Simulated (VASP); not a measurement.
Input of a VASP 6.6.1 run:

File INCAR:

```
SYSTEM = Si3C
ALGO = Normal
EDIFF = 1E-6
EDIFFG = -0.005
ENCUT = 600
GGA = PE
IBRION = 2
ISIF = 3
ISMEAR = -1
IVDW = 1
LASPH = .TRUE.
LCHARG = .FALSE.
LREAL = .FALSE.
LWAVE = .FALSE.
NELM = 80
NSW = 60
PREC = Accurate
SIGMA = 0.05
```

The input KPOINTS:

```
k-points
0
G
  5 5 8
  0 0 0
```

Contents of POSCAR:

```
Si3C
1.0
    4.9148000000      0.0000000000      0.0000000000
   -2.4574000000      4.2563400000      0.0000000000
    0.0000000000      0.0000000000      2.4331100000
Si C
3 1
Direct
    0.5000000000      0.0000000000      0.5000000000
    0.0000000000      0.5000000000      0.5000000000
    0.5000000000      0.5000000000      0.5000000000
    0.0000000000      0.0000000000      0.5000000000
```

Potentials or basis: VASP PAW PBE potentials, release 64 (Si, C).

Command:

```console
$ cat potpaw_PBE.64/Si/POTCAR potpaw_PBE.64/C/POTCAR > POTCAR
$ mpirun -np 1 vasp_std > vasp.out
```

Task: What does it give for the relaxed cell?

Result: a = 4.829 Å, b = 4.829 Å, c = 2.453 Å, α = 90.00°, β = 90.00°, γ = 120.00°.

Task: Predict the dispersion energy per atom.

Result: -0.256 eV.

Task: Estimate the band gap on the k mesh.

Result: None (metal or under the smearing width).

The path:
```tsv
step	energy change (eV)	largest force (eV/Å)	pressure (GPa)	volume (Å³)
1	0.0000	0.0000	-3.20	50.90
2	-0.0368	0.0000	1.52	49.03
3	-0.0394	0.0000	0.53	49.37
4	-0.0394	0.0000	0.43	49.40
5	-0.0396	0.0000	-0.18	49.61
6	-0.0397	0.0000	0.03	49.53
```

Caveat: atom-pairwise D2, TS and ULG terms overbind metals; pairwise dispersion overbinds metals, which lowers pressure and volume.
